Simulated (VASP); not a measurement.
The system is WAu.

```
W Au
1.0
     0.00000    2.90921    2.90921
     2.90921    0.00000    2.90921
     2.90921    2.90921    0.00000
W Au
1 1
Direct
  0.00000 0.00000 0.00000
  0.75000 0.75000 0.75000
```

The cell was built by a generator and needn't be a form met in nature.

| Quantity | Value |
| --- | --- |
| Program | VASP 6.6.1 |
| Task | single point |
| Functional | PBE |
| Potentials or basis | VASP PAW PBE potentials, release 64 (W_sv, Au) |
| Cutoff | 520 eV |
| k mesh | 8 × 8 × 8 |
| Occupations | fermi-dirac, width 0.05 eV |
| Spin | no spin polarisation |

On this cell: pressure 0.0 GPa; largest force zero by symmetry; band gap on the k mesh none (metal or under the smearing width).

The same run follows on a disturbed copy (atoms moved at random, drawn with an rms of 0.05 Å):

```
W Au
1.0
     0.00000    2.90921    2.90921
     2.90921    0.00000    2.90921
     2.90921    2.90921    0.00000
W Au
1 1
Direct
  0.99667 0.98627 0.99914
  0.74852 0.75552 0.74640
```

Problem. What changes?

Solution. The energy (extrapolated to zero smearing) moves by +18.6 meV/atom; pressure 0.4 GPa; largest force 0.961 eV/Å; band gap on the k mesh none (metal or under the smearing width).

Forces on the atoms (eV/Å):
```
W    0.592  0.057  0.755
Au  -0.592 -0.057 -0.755
```

Stress tensor (GPa, compression positive):
```
0.40 3.09 0.22
3.09 0.53 2.41
0.22 2.41 0.32
```
